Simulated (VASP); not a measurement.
Given:

```
BaTiO3
1.0
    3.91739     0.00000     0.00000
    0.00000     3.91739     0.00000
    0.00000     0.00000     3.91739
Ba Ti O
1 1 3
Direct
  0.00000   0.00000   0.00000
  0.50000   0.50000   0.50000
  0.50000   0.00000   0.50000
  0.00000   0.50000   0.50000
  0.50000   0.50000   0.00000
```

All values below come from PBEsol GGA, VASP's PBE PAW potentials (set 64) (plane waves; VASP 6.6.1). Run with 620 eV cut-off, 6×6×6 Γ-centred mesh, Gaussian smearing of 0.050 eV, potentials Ba_sv Ti_sv O.

Unless said otherwise, spin-orbit coupling is left out, though it shifts the bands of the heavy elements here.

Q: Estimate the energy per atom (σ→0), pressure, band gap (on the k-mesh) with the smallest direct gap where there is one.

A: 
The band gap (on the k-mesh) is 1.82 eV and the smallest direct gap (on the k-mesh) is 1.89 eV. The energy per atom (σ→0) comes out as -8.378 eV/atom and the pressure is 9.99 GPa.

The compound is BaTiO3 in the cubic perovskite structure, the ideal cubic form; the compound distorts at low or room temperature. It was relaxed first under an external pressure of 10 GPa.
